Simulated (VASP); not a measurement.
Level of theory: r2SCAN meta-GGA, VASP's PBE PAW potentials (set 64) (plane waves; VASP 6.6.1).

Gaps are without spin-orbit coupling.

| Property | Result |
|---|---|
| volume per atom | 11.45 Å³/atom |
| band gap (over mesh and band path) | 2.52 eV |
| smallest direct gap (over mesh and band path) | 2.87 eV |

### Question
Which relaxed crystal gives these values?
(A) BP, F-43m (216)
(B) TiO2, I4_1/amd (141)
(C) MgO, P6_3/mmc (194)
(D) AlN, P6_3/mmc (194)

### Answer
B, TiO2, I4_1/amd (141)
